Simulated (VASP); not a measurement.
# NiSb (Breithauptite): structure and properties in VASP, part 13 of 13

Aim: relax NiSb (Breithauptite), then compute properties on the relaxed cell. The start is a cell from a database of measured crystal structures.

VASP 6.6.1, plane waves and PAW; the level of theory is named at each step.

Still holding for the runs below: This run allows spin, but its moments start at zero, where symmetry between the spins tends to hold them, which is where the search above led. The k-mesh is coarse for a metal. A U on the itinerant d states of such a compound is hard to justify; it moves the bands at the Fermi level.

So far. Step 15 (Volume scan with LDA + U, volume scale 0.96): The run ends at a pressure of 6.68 GPa.

### Step 16. Volume scan with LDA + U, volume scale 0.98

Level of this step: LDA, DFT+U (Ni d 4 eV), zero-moment start; plane waves and PAW (Ni, Sb) (VASP).

Contents of INCAR:

```
SYSTEM = NiSb
PREC = Accurate
ENCUT = 400
EDIFF = 1E-06
NELM = 100
ISMEAR = 0
SIGMA = 0.05
LREAL = .FALSE.
ALGO = Normal
GGA = CA
NBANDS = 23
ISPIN = 2
MAGMOM = 0 0 -0 -0
LDAU = .TRUE.
LDAUTYPE = 2
LDAUL = 2 -1
LDAUU = 4 0
LDAUJ = 0 0
LDAUPRINT = 1
LASPH = .TRUE.
LMAXMIX = 4
LORBIT = 11
LWAVE = .FALSE.
LCHARG = .FALSE.
KPAR = 8
ISIF = 2
```

Contents of POSCAR:

```
NiSb
1.0
    3.8020264884      0.0000000000      0.0000000000
   -1.9010132442      3.2926515248      0.0000000000
    0.0000000000      0.0000000000      4.9631050865
Ni Sb
2 2
Direct
    0.0000000000      0.0000000000      0.0000000000
    0.0000000000      0.0000000000      0.5000000000
    0.3333333333      0.6666666667      0.2500000000
    0.6666666667      0.3333333333      0.7500000000
```

Contents of KPOINTS:

```
Automatic mesh
0
Gamma
7 7 5
0 0 0
```

PAW data sets: Ni and Sb (LDA family, release 64).

Launch:

```sh
$ mpirun -np 8 vasp_std
```

The program printed:

```text
[... set-up lines as in an earlier step ...]
 entering main loop
       N       E                     dE             d eps       ncg     rms          rms(c)
DAV:   1     0.160463889012E+03    0.16046E+03   -0.10411E+04  2208   0.113E+03
DAV:   2    -0.112183839094E+02   -0.17168E+03   -0.16379E+03  2334   0.262E+02
DAV:   3    -0.200615480755E+02   -0.88432E+01   -0.87389E+01  2663   0.772E+01
DAV:   4    -0.202242073323E+02   -0.16266E+00   -0.16255E+00  2516   0.103E+01
[...]
DAV:  12    -0.195324741153E+02   -0.13819E-04   -0.41177E-05  2652   0.576E-02    0.398E-02
DAV:  13    -0.195324690586E+02    0.50567E-05   -0.11162E-05  2841   0.317E-02    0.116E-02
DAV:  14    -0.195324685330E+02    0.52557E-06   -0.26085E-06  2231   0.182E-02
   1 F= -.19532469E+02 E0= -.19531539E+02  d E =-.185905E-02  mag=     0.0000
```

It took 4.4 s on 8 MPI ranks of AMD EPYC 9R45, shared host; peak memory 1.3 GiB.

Parts of OUTCAR (step 16):

```text
  Total        1.2435960      1.2435960      1.2070362     -0.0000000     -0.0000000      0.0000000
  in kB       32.0682690     32.0682690     31.1255121     -0.0000000     -0.0000000      0.0000000
  external PRESSURE =      31.7540167 kB  Pullay stress =       0.0000000 kB

 POSITION                                       TOTAL-FORCE (eV/Angst)
 -----------------------------------------------------------------------------------
      0.00000      0.00000      0.00000        -0.000000      0.000000      0.000000
      0.00000      0.00000      2.48155        -0.000000      0.000000      0.000000
     -0.00000      2.19510      1.24078        -0.000000      0.000000      0.000000
      1.90101      1.09755      3.72233         0.000000     -0.000000      0.000000
 -----------------------------------------------------------------------------------
    total drift:                               -0.000000      0.000000      0.000000

  FREE ENERGIE OF THE ION-ELECTRON SYSTEM (eV)
  ---------------------------------------------------
  free  energy   TOTEN  =       -19.5324685330 eV

  energy  without entropy=      -19.5306094829  energy(sigma->0) =      -19.53153901

 magnetization (x)
# of ion       s       p       d       tot
------------------------------------------
    1        0.000  -0.000  -0.000  -0.000
    2        0.000  -0.000  -0.000  -0.000
    3        0.000   0.000  -0.000   0.000
    4        0.000   0.000  -0.000   0.000
--------------------------------------------------
tot          0.000   0.000  -0.000  -0.000

[... 1 part as in an earlier step ...]

[... 2 further parts left out ...]
[key lines of the parts left out:]
E-fermi :  11.1643
```

The pressure falls from 6.68 to 3.18 GPa.

The run ends at a pressure of 3.18 GPa.

### Step 17. Volume scan with LDA + U, volume scale 1

INCAR is that of step 16.

Contents of POSCAR:

```
NiSb
1.0
    3.8277166359      0.0000000000      0.0000000000
   -1.9138583179      3.3148998451      0.0000000000
    0.0000000000      0.0000000000      4.9966405976
Ni Sb
2 2
Direct
    0.0000000000      0.0000000000      0.0000000000
    0.0000000000      0.0000000000      0.5000000000
    0.3333333333      0.6666666667      0.2500000000
    0.6666666667      0.3333333333      0.7500000000
```

KPOINTS is that of step 16.

Launch:

```sh
$ mpirun -np 8 vasp_std
```

The program printed:

```text
[... set-up lines as in an earlier step ...]
 entering main loop
       N       E                     dE             d eps       ncg     rms          rms(c)
[... 13 cycles as in an earlier step ...]
DAV:  14    -0.195487791051E+02    0.36417E-06   -0.22520E-06  2120   0.169E-02
   1 F= -.19548779E+02 E0= -.19547777E+02  d E =-.200481E-02  mag=    -0.0000
```

It took 5.2 s on 8 MPI ranks; peak memory 1.4 GiB.

Parts of OUTCAR (step 17):

```text
  Total        0.0309461      0.0309461      0.0279562      0.0000000     -0.0000000      0.0000000
  in kB        0.7820378      0.7820378      0.7064809      0.0000000     -0.0000000      0.0000000
  external PRESSURE =       0.7568521 kB  Pullay stress =       0.0000000 kB

 POSITION                                       TOTAL-FORCE (eV/Angst)
 -----------------------------------------------------------------------------------
      0.00000      0.00000      0.00000        -0.000000      0.000000     -0.000000
      0.00000      0.00000      2.49832        -0.000000      0.000000     -0.000000
     -0.00000      2.20993      1.24916        -0.000000      0.000000      0.000000
      1.91386      1.10497      3.74748         0.000000     -0.000000      0.000000
 -----------------------------------------------------------------------------------
    total drift:                               -0.000000      0.000000      0.000000

  FREE ENERGIE OF THE ION-ELECTRON SYSTEM (eV)
  ---------------------------------------------------
  free  energy   TOTEN  =       -19.5487791051 eV

  energy  without entropy=      -19.5467742992  energy(sigma->0) =      -19.54777670

 magnetization (x)
# of ion       s       p       d       tot
------------------------------------------
    1       -0.000   0.000  -0.000  -0.000
    2       -0.000   0.000  -0.000  -0.000
    3        0.000   0.000  -0.000   0.000
    4        0.000   0.000  -0.000   0.000
--------------------------------------------------
tot          0.000   0.000  -0.000  -0.000

[... 2 parts as in an earlier step ...]

[... 1 further part left out ...]
[key lines of the parts left out:]
E-fermi :  10.8413
```

The pressure falls from 3.18 to 0.08 GPa.

The run ends at a pressure of 0.08 GPa.

### Step 18. Volume scan with LDA + U, volume scale 1.02

INCAR is that of step 17.

Contents of POSCAR:

```
NiSb
1.0
    3.8530664915      0.0000000000      0.0000000000
   -1.9265332457      3.3368534640      0.0000000000
    0.0000000000      0.0000000000      5.0297318971
Ni Sb
2 2
Direct
    0.0000000000      0.0000000000      0.0000000000
    0.0000000000      0.0000000000      0.5000000000
    0.3333333333      0.6666666667      0.2500000000
    0.6666666667      0.3333333333      0.7500000000
```

KPOINTS is that of step 17.

Launch:

```sh
$ mpirun -np 8 vasp_std
```

The program printed:

```text
[... set-up lines as in an earlier step ...]
 entering main loop
       N       E                     dE             d eps       ncg     rms          rms(c)
DAV:   1     0.156599217433E+03    0.15660E+03   -0.10405E+04  2208   0.111E+03
DAV:   2    -0.116749628240E+02   -0.16827E+03   -0.16064E+03  2348   0.259E+02
DAV:   3    -0.200466301531E+02   -0.83717E+01   -0.82539E+01  2698   0.747E+01
DAV:   4    -0.201982749225E+02   -0.15164E+00   -0.15158E+00  2475   0.985E+00
[...]
DAV:  13    -0.195415578787E+02    0.26271E-05   -0.62945E-06  2519   0.195E-02    0.182E-02
DAV:  14    -0.195415562470E+02    0.16318E-05   -0.28856E-06  2351   0.205E-02    0.404E-03
DAV:  15    -0.195415562316E+02    0.15420E-07   -0.96016E-07  1403   0.993E-03
   1 F= -.19541556E+02 E0= -.19540601E+02  d E =-.191106E-02  mag=     0.0000
```

It took 5.2 s on 8 MPI ranks; peak memory 1.4 GiB.

Parts of OUTCAR (step 18):

```text
  Total       -1.1208419     -1.1208419     -1.0825334     -0.0000000      0.0000000     -0.0000000
  in kB      -27.7693987    -27.7693987    -26.8202865     -0.0000000      0.0000000     -0.0000000
  external PRESSURE =     -27.4530280 kB  Pullay stress =       0.0000000 kB

 POSITION                                       TOTAL-FORCE (eV/Angst)
 -----------------------------------------------------------------------------------
      0.00000      0.00000      0.00000         0.000000     -0.000000      0.000000
      0.00000      0.00000      2.51487         0.000000     -0.000000      0.000000
     -0.00000      2.22457      1.25743        -0.000000      0.000000      0.000000
      1.92653      1.11228      3.77230         0.000000     -0.000000     -0.000000
 -----------------------------------------------------------------------------------
    total drift:                               -0.000000      0.000000      0.000000

  FREE ENERGIE OF THE ION-ELECTRON SYSTEM (eV)
  ---------------------------------------------------
  free  energy   TOTEN  =       -19.5415562316 eV

  energy  without entropy=      -19.5396451706  energy(sigma->0) =      -19.54060070

 magnetization (x)
# of ion       s       p       d       tot
------------------------------------------
    1        0.000   0.000   0.000   0.000
    2        0.000   0.000   0.000   0.000
    3        0.000  -0.000  -0.000  -0.000
    4        0.000  -0.000  -0.000  -0.000
--------------------------------------------------
tot          0.000   0.000   0.000   0.000

[... 1 part as in an earlier step ...]

[... 2 further parts left out ...]
[key lines of the parts left out:]
E-fermi :  10.5239
```

The pressure falls from 0.08 to -2.75 GPa, so it vanishes between these two volumes.

### Step 19. Volume scan with LDA + U, volume scale 1.04

INCAR is that of step 18.

Contents of POSCAR:

```
NiSb
1.0
    3.8780871048      0.0000000000      0.0000000000
   -1.9390435524      3.3585219508      0.0000000000
    0.0000000000      0.0000000000      5.0623934090
Ni Sb
2 2
Direct
    0.0000000000      0.0000000000      0.0000000000
    0.0000000000      0.0000000000      0.5000000000
    0.3333333333      0.6666666667      0.2500000000
    0.6666666667      0.3333333333      0.7500000000
```

KPOINTS is that of step 18.

Launch:

```sh
$ mpirun -np 8 vasp_std
```

The program printed:

```text
[... set-up lines as in an earlier step ...]
 entering main loop
       N       E                     dE             d eps       ncg     rms          rms(c)
DAV:   1     0.155385237164E+03    0.15539E+03   -0.10396E+04  2216   0.112E+03
DAV:   2    -0.115458523298E+02   -0.16693E+03   -0.15974E+03  2334   0.257E+02
DAV:   3    -0.199975638021E+02   -0.84517E+01   -0.83256E+01  2691   0.747E+01
DAV:   4    -0.201527515949E+02   -0.15519E+00   -0.15512E+00  2463   0.982E+00
[...]
DAV:  13    -0.195141713301E+02    0.24916E-05   -0.58474E-06  2549   0.184E-02    0.181E-02
DAV:  14    -0.195141700066E+02    0.13236E-05   -0.27668E-06  2223   0.149E-02    0.364E-03
DAV:  15    -0.195141700230E+02   -0.16475E-07   -0.65642E-07  1395   0.726E-03
   1 F= -.19514170E+02 E0= -.19513388E+02  d E =-.156468E-02  mag=    -0.0000
```

It took 5.4 s on 8 MPI ranks; peak memory 1.4 GiB; 39 s of CPU time.

Parts of OUTCAR (step 19):

```text
  Total       -2.1578108     -2.1578108     -2.0656897      0.0000000      0.0000000      0.0000000
  in kB      -52.4327099    -52.4327098    -50.1942571      0.0000000      0.0000000      0.0000000
  external PRESSURE =     -51.6865589 kB  Pullay stress =       0.0000000 kB

 POSITION                                       TOTAL-FORCE (eV/Angst)
 -----------------------------------------------------------------------------------
      0.00000      0.00000      0.00000        -0.000000     -0.000000      0.000000
      0.00000      0.00000      2.53120        -0.000000     -0.000000      0.000000
     -0.00000      2.23901      1.26560         0.000000      0.000000     -0.000000
      1.93904      1.11951      3.79680        -0.000000     -0.000000      0.000000
 -----------------------------------------------------------------------------------
    total drift:                               -0.000000      0.000000      0.000000

  FREE ENERGIE OF THE ION-ELECTRON SYSTEM (eV)
  ---------------------------------------------------
  free  energy   TOTEN  =       -19.5141700230 eV

  energy  without entropy=      -19.5126053467  energy(sigma->0) =      -19.51338768

 magnetization (x)
# of ion       s       p       d       tot
------------------------------------------
    1       -0.000  -0.000   0.000   0.000
    2       -0.000  -0.000   0.000   0.000
    3       -0.000  -0.000  -0.000  -0.000
    4       -0.000  -0.000  -0.000  -0.000
--------------------------------------------------
tot         -0.000  -0.000   0.000  -0.000

[... 1 part as in an earlier step ...]

[... 2 further parts left out ...]
[key lines of the parts left out:]
E-fermi :  10.2132
```

The pressure falls from -2.75 to -5.17 GPa.

The run ends at a pressure of -5.17 GPa.

### Step 20. Volume scan with LDA + U, volume scale 1.06

A prediction first. A least-squares parabola for the 6 pressures of evenly scaled cells so far, P = 0.04 -147.7 t +380 t² GPa with t = ln(V/V₁) and V₁ the volume at scale 1, gives -7.28 GPa at t = +0.0583.

INCAR is that of step 19.

Contents of POSCAR:

```
NiSb
1.0
    3.9027889626      0.0000000000      0.0000000000
   -1.9513944812      3.3799143871      0.0000000000
    0.0000000000      0.0000000000      5.0946388223
Ni Sb
2 2
Direct
    0.0000000000      0.0000000000      0.0000000000
    0.0000000000      0.0000000000      0.5000000000
    0.3333333333      0.6666666667      0.2500000000
    0.6666666667      0.3333333333      0.7500000000
```

KPOINTS is that of step 19.

Launch:

```sh
$ mpirun -np 8 vasp_std
```

The program printed:

```text
[... set-up lines as in an earlier step ...]
 entering main loop
       N       E                     dE             d eps       ncg     rms          rms(c)
DAV:   1     0.153881388972E+03    0.15388E+03   -0.10447E+04  2216   0.111E+03
DAV:   2    -0.117571169093E+02   -0.16564E+03   -0.15791E+03  2355   0.254E+02
DAV:   3    -0.199401208926E+02   -0.81830E+01   -0.80573E+01  2685   0.735E+01
DAV:   4    -0.200887785326E+02   -0.14866E+00   -0.14859E+00  2541   0.967E+00
[...]
DAV:  13    -0.194683230390E+02    0.46955E-05   -0.77536E-06  3048   0.252E-02    0.205E-02
DAV:  14    -0.194683220038E+02    0.10352E-05   -0.55171E-06  2420   0.158E-02    0.593E-03
DAV:  15    -0.194683220124E+02   -0.86552E-08   -0.37957E-07  1356   0.651E-03
   1 F= -.19468322E+02 E0= -.19467596E+02  d E =-.145141E-02  mag=     0.0000
```

Wall time 5.4 s (8 MPI ranks); peak memory 1.4 GiB; 40 s of CPU time.

From OUTCAR (step 20):

```text
  Total       -3.1360410     -3.1360410     -2.9730712     -0.0000000      0.0000000     -0.0000000
  in kB      -74.7649679    -74.7649679    -70.8796767     -0.0000000      0.0000000     -0.0000000
  external PRESSURE =     -73.4698708 kB  Pullay stress =       0.0000000 kB

 POSITION                                       TOTAL-FORCE (eV/Angst)
 -----------------------------------------------------------------------------------
      0.00000      0.00000      0.00000         0.000000      0.000000     -0.000000
      0.00000      0.00000      2.54732         0.000000      0.000000     -0.000000
     -0.00000      2.25328      1.27366        -0.000000     -0.000000      0.000000
      1.95139      1.12664      3.82098         0.000000      0.000000      0.000000
 -----------------------------------------------------------------------------------
    total drift:                               -0.000000      0.000000      0.000000

  FREE ENERGIE OF THE ION-ELECTRON SYSTEM (eV)
  ---------------------------------------------------
  free  energy   TOTEN  =       -19.4683220124 eV

  energy  without entropy=      -19.4668706027  energy(sigma->0) =      -19.46759631

 magnetization (x)
# of ion       s       p       d       tot
------------------------------------------
    1        0.000   0.000  -0.000  -0.000
    2        0.000   0.000  -0.000  -0.000
    3        0.000   0.000  -0.000   0.000
    4        0.000   0.000  -0.000   0.000
--------------------------------------------------
tot          0.000   0.000  -0.000   0.000

[... 1 part as in an earlier step ...]

[... 2 further parts left out ...]
[key lines of the parts left out:]
E-fermi :   9.9111
```

The pressure falls from -5.17 to -7.35 GPa. The parabola predicted -7.28 GPa, +0.07 GPa off.

### Step 21. The series together

Times are for 8 MPI ranks of AMD EPYC 9R45, shared host. Results by setting:

```tsv
no.	volume scale	energy above the lowest point (meV/atom)	pressure (GPa)	time	memory (GiB)
1	0.94	32.91	10.65	4.2 s	1.2
2	0.96	14.79	6.684	4.6 s	1.3
3	0.98	4.06	3.175	4.4 s	1.3
4	1	0	0.07569	5.2 s	1.4
5	1.02	1.79	-2.745	5.2 s	1.4
6	1.04	8.6	-5.169	5.4 s	1.4
7	1.06	20.05	-7.347	5.4 s	1.4
```

### Step 22. Fit for LDA + U

This step: Birch-Murnaghan fit, LDA, DFT+U (Ni d 4 eV); plane waves and PAW (VASP 6.6.1).

No new run; the numbers come from the runs before.

Numbers from this step:

```
pressure derivative of the bulk modulus : 5.272
r.m.s. error of the fit                 : 2.60e-5 eV/atom
minimum inside the sampled range        : yes
bulk modulus                            : 144.1 GPa
equilibrium volume of the fit           : 15.91 Å³/atom
```

Table of energy above the fitted minimum by volume:

```tsv
volume (Å³/atom)	energy above the fitted minimum (eV/atom)
14.899	0.0330
15.216	0.0149
15.533	0.00415
15.850	8.6e-5
16.167	0.00188
16.484	0.00868
16.801	0.0201
```

The fit over cells of fixed shape and fractional positions puts the volume +0.36 % from the relaxed one. At a finite cutoff and mesh the minimum of the energy and the zero of the stress don't quite coincide, and the relaxation stops at a threshold.

### Step 23. Outcome

| Quantity | Value |
| --- | --- |
| relaxed volume | 15.85 Å³/atom |
| relaxed conventional cell a, b, c | 3.828, 3.828, 4.997 Å; angles 90.0, 90.0, 120.0° |
| space group after relaxing, within 0.02 Å | P6_3/mmc (No. 194) |
| moment of the cell | 0 μB |
| band gap | none, a metal |
| DOS at the Fermi level | 1.87 states/eV/cell |
| largest field gradient Vzz | 101.95 V/Å² on Sb3 |
| bulk modulus from the fit | 144 GPa |
| volume from the fit | 15.9 Å³/atom |

**Reading.** With LDA + U, NiSb (Breithauptite) relaxes to 15.85 Å³/atom in space group P6_3/mmc (held by the symmetry of the run), comes out as a metal and has a bulk modulus of 144 GPa at fixed shape and positions, an upper bound. Against the listed cell the volume lies -8.3 % (a -2.8 %, c -2.8 %). At LDA + U the magnetic starts gave no state below the non-magnetic one; other levels were not tested for magnetism. Band structure (LDA + U): Of the bands kept, 4 cross the Fermi level on this path. Spin-orbit coupling is left out, and with elements this heavy it would split and shift bands near the Fermi level. The k-sampling is coarse for a metal, so the Fermi level, pressures and the shape of the cell carry errors. In such a metal, moments, volume and the states at the Fermi level hinge on the chosen U. No search among competing phases was made, and a listed structure need not be the one stable at ambient conditions. All values are for a static lattice at zero temperature.

[Lines on the potential files, build, host, timing and source positions are cut from VASP's logs without a mark.]

[Logs are printed without paths, hosts, clocks, repeated set-up lines and the standing remarks that a program may print on its own settings, such as how far it seeks lower states.]

[Hosts, paths, dates, database ids (printed as entryN), source tags and the programs' standing remarks are cut or masked in the printed files.]

[A measured line is paired with the nearest computed mode of its activity, which favours agreement.]

[In band tables of VASP the shares of atoms and orbitals are scaled to a sum of 1 inside the atoms' spheres.]
